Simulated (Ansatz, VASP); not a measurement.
# One calculation of Sr2C, two programs

```
C Sr
1.0
     0.00000    3.36014    3.36014
     3.36014    0.00000    3.36014
     3.36014    3.36014    0.00000
C Sr
1 2
Direct
  0.00000 0.00000 0.00000
  0.25000 0.25000 0.25000
  0.75000 0.75000 0.75000
```

The cell was built by a generator and needn't be a form met in nature.

Alike in both runs: task single point; functional HSE06; k mesh 4 × 4 × 4; occupations fermi-dirac, width 0.02 eV; no spin polarisation.

```csv
,VASP,Ansatz
version,VASP 6.6.1,Ansatz 0.2.0
potentials or method,"VASP PAW PBE potentials, release 64 (C, Sr_sv)","plane waves, PAW"
plane-wave cutoff (eV),520,420
valence electrons in the cell,24,24
```

|  | VASP | Ansatz | Ansatz less VASP |
| --- | --- | --- | --- |
| pressure (GPa) | 0.4 | 0.2 | -0.22 |

Ansatz warned: «stress_exchange_threshold_loose».

Caveats: the PAW data sets were made with another functional, which shifts forces and pressure a little (VASP). A k mesh can miss the band edges.
